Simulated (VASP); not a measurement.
# HfB2: structure and properties in VASP, part 4 of 5

Aim: relax HfB2, then compute properties on the relaxed cell. The start is a cell from a database of measured crystal structures.

VASP 6.6.1; r2SCAN with rVV10; plane waves and PAW (Hf_pv, B).

So far. Step 7 (Volume scan with r2SCAN + rVV10 (run 2)): The run ends at a pressure of 11.73 GPa.

### Step 8. Volume scan with r2SCAN + rVV10 (run 3)

INCAR

```
SYSTEM = HfB2
PREC = Accurate
ENCUT = 420
EDIFF = 1E-06
NELM = 100
ISMEAR = 0
SIGMA = 0.05
LREAL = .FALSE.
ALGO = Normal
METAGGA = R2SCAN
LUSE_VDW = .TRUE.
IVDW_NL = 2
BPARAM = 11.95
CPARAM = 0.0093
LASPH = .TRUE.
NBANDS = 14
LORBIT = 11
LWAVE = .FALSE.
LCHARG = .FALSE.
KPAR = 2
ISIF = 2
```

POSCAR

```
HfB2
1.0
    3.1086896425      0.0000000000      0.0000000000
   -1.5543448212      2.6922042028      0.0000000000
    0.0000000000      0.0000000000      3.4532445546
Hf B
1 2
Direct
    0.0000000000      0.0000000000      0.0000000000
    0.3333333333      0.6666666667      0.5000000000
    0.6666666667      0.3333333333      0.5000000000
```

KPOINTS

```
Automatic mesh
0
Gamma
10 10 8
0 0 0
```

Potentials, in the order of the species: Hf_pv and B (PBE family, release 64).

Launch:

```sh
$ mpirun -np 2 vasp_std
```

The program printed:

```text
[... set-up lines as in an earlier step ...]
 entering main loop
       N       E                     dE             d eps       ncg     rms          rms(c)
Total rVV10 correction in eV:      0.1570516    17.5557970
Total rVV10 correction in eV:      0.1570516    17.5557970
DAV:   1    -0.148873269886E+02   -0.14887E+02   -0.73217E+03  1960   0.949E+02
DAV:   2    -0.666195874873E+02   -0.51732E+02   -0.48822E+02  2608   0.213E+02
DAV:   3    -0.680054175717E+02   -0.13858E+01   -0.13809E+01  2656   0.264E+01
DAV:   4    -0.680119714303E+02   -0.65539E-02   -0.65527E-02  2296   0.227E+00
DAV:   5    -0.680120176439E+02   -0.46214E-04   -0.46213E-04  2614   0.164E-01    0.602E+01
Total rVV10 correction in eV:      0.1571582    17.5557971
Total rVV10 correction in eV:      0.1571582    17.5557971
DAV:   6    -0.629583186432E+02    0.50537E+01   -0.31576E+00  2440   0.142E+01    0.407E+01
Total rVV10 correction in eV:      0.1566848    17.5557971
Total rVV10 correction in eV:      0.1566848    17.5557971
DAV:   7    -0.629875979259E+02   -0.29279E-01   -0.12359E+00  2470   0.866E+00    0.919E+00
Total rVV10 correction in eV:      0.1563184    17.5557971
Total rVV10 correction in eV:      0.1563184    17.5557971
DAV:   8    -0.629151169097E+02    0.72481E-01   -0.28129E-01  2296   0.411E+00    0.244E+00
Total rVV10 correction in eV:      0.1566075    17.5557971
Total rVV10 correction in eV:      0.1566075    17.5557971
DAV:   9    -0.629137040577E+02    0.14129E-02   -0.14760E-02  2392   0.103E+00    0.342E-01
Total rVV10 correction in eV:      0.1566754    17.5557971
Total rVV10 correction in eV:      0.1566754    17.5557971
DAV:  10    -0.629138702668E+02   -0.16621E-03   -0.39257E-04  2386   0.160E-01    0.115E-01
Total rVV10 correction in eV:      0.1567065    17.5557971
Total rVV10 correction in eV:      0.1567065    17.5557971
DAV:  11    -0.629138800927E+02   -0.98259E-05   -0.33905E-05  2470   0.541E-02    0.572E-02
Total rVV10 correction in eV:      0.1566958    17.5557971
Total rVV10 correction in eV:      0.1566958    17.5557971
DAV:  12    -0.629138798215E+02    0.27111E-06   -0.16610E-06  2018   0.111E-02
Total rVV10 correction in eV:      0.1566965    17.5557971
Total rVV10 correction in eV:      0.1566965    17.5557971
Total rVV10 correction in eV:      0.1566952    17.5557971
Total rVV10 correction in eV:      0.1566952    17.5557971
   1 F= -.62913880E+02 E0= -.62913476E+02  d E =-.808516E-03
```

Run time: 45 s. Hardware: 2 MPI ranks of AMD EPYC 7R13 (Zen 3), shared host; peak memory 0.39 GiB.

OUTCAR, selected parts (step 8):

```text
  Total        1.0458735      1.0458735      0.9292620      0.0000000     -0.0000000     -0.0000000
  in kB       57.9798425     57.9798425     51.5152805      0.0000000     -0.0000000     -0.0000000
  external PRESSURE =      55.8249885 kB  Pullay stress =       0.0000000 kB

 POSITION                                       TOTAL-FORCE (eV/Angst)
 -----------------------------------------------------------------------------------
      0.00000      0.00000      0.00000         0.000000      0.000000      0.000000
     -0.00000      1.79480      1.72662        -0.000000     -0.000000      0.000000
      1.55434      0.89740      1.72662         0.000000      0.000000     -0.000000
 -----------------------------------------------------------------------------------
    total drift:                               -0.000000      0.000000      0.000000

  FREE ENERGIE OF THE ION-ELECTRON SYSTEM (eV)
  ---------------------------------------------------
  free  energy   TOTEN  =       -62.9138798215 eV

  energy  without entropy=      -62.9130713056  energy(sigma->0) =      -62.91347556

[... 1 part as in an earlier step ...]

[... 2 further parts left out ...]
[key lines of the parts left out:]
E-fermi :   7.7866
```

The pressure falls from 11.73 to 5.58 GPa.

The run ends at a pressure of 5.58 GPa.

### Step 9. Volume scan with r2SCAN + rVV10 (run 4)

INCAR is that of step 8.

POSCAR

```
HfB2
1.0
    3.1296949394      0.0000000000      0.0000000000
   -1.5648474697      2.7103953236      0.0000000000
    0.0000000000      0.0000000000      3.4765779959
Hf B
1 2
Direct
    0.0000000000      0.0000000000      0.0000000000
    0.3333333333      0.6666666667      0.5000000000
    0.6666666667      0.3333333333      0.5000000000
```

KPOINTS is that of step 8.

Launch:

```sh
$ mpirun -np 2 vasp_std
```

The program printed:

```text
[... set-up lines as in an earlier step ...]
 entering main loop
       N       E                     dE             d eps       ncg     rms          rms(c)
Total rVV10 correction in eV:      0.1603262    17.5557970
Total rVV10 correction in eV:      0.1603262    17.5557970
DAV:   1    -0.165954549232E+02   -0.16595E+02   -0.74387E+03  1960   0.954E+02
DAV:   2    -0.666510540014E+02   -0.50056E+02   -0.46668E+02  2524   0.208E+02
DAV:   3    -0.679990049331E+02   -0.13480E+01   -0.13414E+01  2632   0.259E+01
DAV:   4    -0.680056458371E+02   -0.66409E-02   -0.66399E-02  2296   0.226E+00
DAV:   5    -0.680056944086E+02   -0.48572E-04   -0.48568E-04  2584   0.167E-01    0.582E+01
Total rVV10 correction in eV:      0.1602937    17.5557972
Total rVV10 correction in eV:      0.1602937    17.5557972
DAV:   6    -0.629629226649E+02    0.50428E+01   -0.31472E+00  2452   0.140E+01    0.395E+01
Total rVV10 correction in eV:      0.1595873    17.5557972
Total rVV10 correction in eV:      0.1595873    17.5557972
DAV:   7    -0.629968424202E+02   -0.33920E-01   -0.12453E+00  2452   0.856E+00    0.915E+00
Total rVV10 correction in eV:      0.1591662    17.5557972
Total rVV10 correction in eV:      0.1591662    17.5557972
DAV:   8    -0.629260793830E+02    0.70763E-01   -0.28248E-01  2284   0.406E+00    0.239E+00
Total rVV10 correction in eV:      0.1594758    17.5557972
Total rVV10 correction in eV:      0.1594758    17.5557972
DAV:   9    -0.629244549479E+02    0.16244E-02   -0.15300E-02  2392   0.104E+00    0.340E-01
Total rVV10 correction in eV:      0.1595402    17.5557972
Total rVV10 correction in eV:      0.1595402    17.5557972
DAV:  10    -0.629246225825E+02   -0.16763E-03   -0.42710E-04  2410   0.166E-01    0.122E-01
Total rVV10 correction in eV:      0.1595706    17.5557972
Total rVV10 correction in eV:      0.1595706    17.5557972
DAV:  11    -0.629246265347E+02   -0.39522E-05   -0.36193E-05  2500   0.550E-02    0.605E-02
Total rVV10 correction in eV:      0.1595587    17.5557972
Total rVV10 correction in eV:      0.1595587    17.5557972
DAV:  12    -0.629246266786E+02   -0.14392E-06   -0.17755E-06  2032   0.113E-02
Total rVV10 correction in eV:      0.1595593    17.5557972
Total rVV10 correction in eV:      0.1595593    17.5557972
Total rVV10 correction in eV:      0.1595580    17.5557972
Total rVV10 correction in eV:      0.1595580    17.5557972
   1 F= -.62924627E+02 E0= -.62924216E+02  d E =-.821985E-03
```

The job ended after 44 s (2 MPI ranks; peak memory 0.39 GiB).

OUTCAR, selected parts (step 9):

```text
  Total        0.0032505      0.0032505      0.0015290      0.0000000      0.0000000     -0.0000000
  in kB        0.1765929      0.1765929      0.0830676      0.0000000      0.0000000     -0.0000000
  external PRESSURE =       0.1454178 kB  Pullay stress =       0.0000000 kB

 POSITION                                       TOTAL-FORCE (eV/Angst)
 -----------------------------------------------------------------------------------
      0.00000      0.00000      0.00000        -0.000000      0.000000      0.000000
     -0.00000      1.80693      1.73829        -0.000000      0.000000      0.000000
      1.56485      0.90347      1.73829         0.000000      0.000000      0.000000
 -----------------------------------------------------------------------------------
    total drift:                               -0.000000      0.000000      0.000000

  FREE ENERGIE OF THE ION-ELECTRON SYSTEM (eV)
  ---------------------------------------------------
  free  energy   TOTEN  =       -62.9246266786 eV

[... 3 parts as in an earlier step ...]

[... 1 further part left out ...]
[key lines of the parts left out:]
E-fermi :   7.6334
```

The pressure falls from 5.58 to 0.01 GPa.

The run ends at a pressure of 0.01 GPa.

### Step 10. Volume scan with r2SCAN + rVV10 (run 5)

INCAR is that of step 9.

POSCAR

```
HfB2
1.0
    3.1504220000      0.0000000000      0.0000000000
   -1.5752110000      2.7283454846      0.0000000000
    0.0000000000      0.0000000000      3.4996023622
Hf B
1 2
Direct
    0.0000000000      0.0000000000      0.0000000000
    0.3333333333      0.6666666667      0.5000000000
    0.6666666667      0.3333333333      0.5000000000
```

KPOINTS is that of step 9.

Launch:

```sh
$ mpirun -np 2 vasp_std
```

The program printed:

```text
[... set-up lines as in an earlier step ...]
 entering main loop
       N       E                     dE             d eps       ncg     rms          rms(c)
Total rVV10 correction in eV:      0.1635628    17.5557970
Total rVV10 correction in eV:      0.1635628    17.5557970
DAV:   1    -0.135274597554E+02   -0.13527E+02   -0.73835E+03  1960   0.948E+02
DAV:   2    -0.664634913800E+02   -0.52936E+02   -0.49638E+02  2502   0.213E+02
DAV:   3    -0.679742939374E+02   -0.15108E+01   -0.14932E+01  2608   0.276E+01
DAV:   4    -0.679829505625E+02   -0.86566E-02   -0.86551E-02  2254   0.247E+00
DAV:   5    -0.679830147266E+02   -0.64164E-04   -0.64163E-04  2620   0.186E-01    0.564E+01
Total rVV10 correction in eV:      0.1633871    17.5557971
Total rVV10 correction in eV:      0.1633871    17.5557971
DAV:   6    -0.629500499964E+02    0.50330E+01   -0.31547E+00  2464   0.139E+01    0.383E+01
Total rVV10 correction in eV:      0.1624137    17.5557971
Total rVV10 correction in eV:      0.1624137    17.5557971
DAV:   7    -0.629836996006E+02   -0.33650E-01   -0.11946E+00  2464   0.838E+00    0.916E+00
Total rVV10 correction in eV:      0.1619677    17.5557971
Total rVV10 correction in eV:      0.1619677    17.5557971
DAV:   8    -0.629173211274E+02    0.66378E-01   -0.27027E-01  2278   0.393E+00    0.236E+00
Total rVV10 correction in eV:      0.1622913    17.5557971
Total rVV10 correction in eV:      0.1622913    17.5557971
DAV:   9    -0.629157398667E+02    0.15813E-02   -0.14722E-02  2386   0.101E+00    0.351E-01
Total rVV10 correction in eV:      0.1623601    17.5557971
Total rVV10 correction in eV:      0.1623601    17.5557971
DAV:  10    -0.629159063344E+02   -0.16647E-03   -0.43021E-04  2410   0.165E-01    0.118E-01
Total rVV10 correction in eV:      0.1623891    17.5557971
Total rVV10 correction in eV:      0.1623891    17.5557971
DAV:  11    -0.629159065220E+02   -0.18759E-06   -0.35699E-05  2482   0.541E-02    0.599E-02
Total rVV10 correction in eV:      0.1623770    17.5557971
Total rVV10 correction in eV:      0.1623770    17.5557971
DAV:  12    -0.629159064135E+02    0.10845E-06   -0.19341E-06  2126   0.118E-02
Total rVV10 correction in eV:      0.1623779    17.5557971
Total rVV10 correction in eV:      0.1623779    17.5557971
Total rVV10 correction in eV:      0.1623764    17.5557971
Total rVV10 correction in eV:      0.1623764    17.5557971
   1 F= -.62915906E+02 E0= -.62915490E+02  d E =-.833381E-03
```

The job ended after 45 s (2 MPI ranks; peak memory 0.39 GiB).

From OUTCAR (step 10):

```text
  Total       -0.9829479     -0.9829479     -0.8681580      0.0000000     -0.0000000     -0.0000000
  in kB      -52.3545335    -52.3545335    -46.2405049      0.0000000     -0.0000000     -0.0000000
  external PRESSURE =     -50.3165239 kB  Pullay stress =       0.0000000 kB

 POSITION                                       TOTAL-FORCE (eV/Angst)
 -----------------------------------------------------------------------------------
      0.00000      0.00000      0.00000         0.000000      0.000000     -0.000000
     -0.00000      1.81890      1.74980         0.000000     -0.000000      0.000000
      1.57521      0.90945      1.74980        -0.000000      0.000000     -0.000000
 -----------------------------------------------------------------------------------
    total drift:                               -0.000000      0.000000      0.000000

  FREE ENERGIE OF THE ION-ELECTRON SYSTEM (eV)
  ---------------------------------------------------
  free  energy   TOTEN  =       -62.9159064135 eV

  energy  without entropy=      -62.9150730330  energy(sigma->0) =      -62.91548972

[... 1 part as in an earlier step ...]

[... 2 further parts left out ...]
[key lines of the parts left out:]
E-fermi :   7.4843
```

The pressure falls from 0.01 to -5.03 GPa.

The run ends at a pressure of -5.03 GPa.

### Step 11. Volume scan with r2SCAN + rVV10 (run 6)

INCAR is that of step 10.

POSCAR

```
HfB2
1.0
    3.1708798589      0.0000000000      0.0000000000
   -1.5854399295      2.7460625102      0.0000000000
    0.0000000000      0.0000000000      3.5223276897
Hf B
1 2
Direct
    0.0000000000      0.0000000000      0.0000000000
    0.3333333333      0.6666666667      0.5000000000
    0.6666666667      0.3333333333      0.5000000000
```

KPOINTS is that of step 10.

Launch:

```sh
$ mpirun -np 2 vasp_std
```

The program printed:

```text
[... set-up lines as in an earlier step ...]
 entering main loop
       N       E                     dE             d eps       ncg     rms          rms(c)
Total rVV10 correction in eV:      0.1667618    17.5557970
Total rVV10 correction in eV:      0.1667618    17.5557970
DAV:   1    -0.168277197587E+02   -0.16828E+02   -0.72474E+03  1960   0.940E+02
DAV:   2    -0.665419561336E+02   -0.49714E+02   -0.46615E+02  2546   0.209E+02
DAV:   3    -0.679380486722E+02   -0.13961E+01   -0.13871E+01  2602   0.266E+01
DAV:   4    -0.679454528345E+02   -0.74042E-02   -0.74033E-02  2236   0.239E+00
DAV:   5    -0.679455111068E+02   -0.58272E-04   -0.58272E-04  2596   0.184E-01    0.547E+01
Total rVV10 correction in eV:      0.1664381    17.5557970
Total rVV10 correction in eV:      0.1664381    17.5557970
DAV:   6    -0.629185172585E+02    0.50270E+01   -0.31399E+00  2458   0.137E+01    0.372E+01
Total rVV10 correction in eV:      0.1652122    17.5557970
Total rVV10 correction in eV:      0.1652122    17.5557970
DAV:   7    -0.629546391351E+02   -0.36122E-01   -0.11805E+00  2470   0.826E+00    0.912E+00
Total rVV10 correction in eV:      0.1647221    17.5557970
Total rVV10 correction in eV:      0.1647221    17.5557970
DAV:   8    -0.628909698055E+02    0.63669E-01   -0.26725E-01  2284   0.385E+00    0.229E+00
Total rVV10 correction in eV:      0.1650632    17.5557970
Total rVV10 correction in eV:      0.1650632    17.5557970
DAV:   9    -0.628892880530E+02    0.16818E-02   -0.14851E-02  2380   0.100E+00    0.334E-01
Total rVV10 correction in eV:      0.1651337    17.5557970
Total rVV10 correction in eV:      0.1651337    17.5557970
DAV:  10    -0.628894604030E+02   -0.17235E-03   -0.45191E-04  2428   0.168E-01    0.125E-01
Total rVV10 correction in eV:      0.1651645    17.5557970
Total rVV10 correction in eV:      0.1651645    17.5557970
DAV:  11    -0.628894592954E+02    0.11076E-05   -0.38075E-05  2500   0.553E-02    0.614E-02
Total rVV10 correction in eV:      0.1651512    17.5557970
Total rVV10 correction in eV:      0.1651512    17.5557970
DAV:  12    -0.628894593165E+02   -0.21163E-07   -0.20777E-06  2222   0.120E-02
Total rVV10 correction in eV:      0.1651523    17.5557970
Total rVV10 correction in eV:      0.1651523    17.5557970
Total rVV10 correction in eV:      0.1651508    17.5557970
Total rVV10 correction in eV:      0.1651508    17.5557970
   1 F= -.62889459E+02 E0= -.62889038E+02  d E =-.842853E-03
```

Run time: 45 s. Hardware: 2 MPI ranks; peak memory 0.39 GiB; 88 s of CPU time.

From OUTCAR (step 11):

```text
  Total       -1.9166277     -1.9166277     -1.6842384      0.0000000     -0.0000000      0.0000000
  in kB     -100.1217358   -100.1217358    -87.9820739      0.0000000     -0.0000000      0.0000000
  external PRESSURE =     -96.0751819 kB  Pullay stress =       0.0000000 kB

 POSITION                                       TOTAL-FORCE (eV/Angst)
 -----------------------------------------------------------------------------------
      0.00000      0.00000      0.00000        -0.000000      0.000000     -0.000000
     -0.00000      1.83071      1.76116        -0.000000      0.000000     -0.000000
      1.58544      0.91535      1.76116         0.000000     -0.000000      0.000000
 -----------------------------------------------------------------------------------
    total drift:                               -0.000000      0.000000      0.000000

  FREE ENERGIE OF THE ION-ELECTRON SYSTEM (eV)
  ---------------------------------------------------
  free  energy   TOTEN  =       -62.8894593165 eV

  energy  without entropy=      -62.8886164636  energy(sigma->0) =      -62.88903789

[... 1 part as in an earlier step ...]

[... 2 further parts left out ...]
[key lines of the parts left out:]
E-fermi :   7.3392
```

The pressure falls from -5.03 to -9.61 GPa.

The run ends at a pressure of -9.61 GPa.

(Continued in part 5 of 5.)

[Lines on the potential files, build, host, timing and source positions are cut from VASP's logs without a mark.]

[Logs are printed without paths, hosts, clocks, repeated set-up lines and the standing remarks that a program may print on its own settings, such as how far it seeks lower states.]

[Hosts, paths, dates, database ids (printed as entryN), source tags and the programs' standing remarks are cut or masked in the printed files.]

[A measured line is paired with the nearest computed mode of its activity, which favours agreement.]
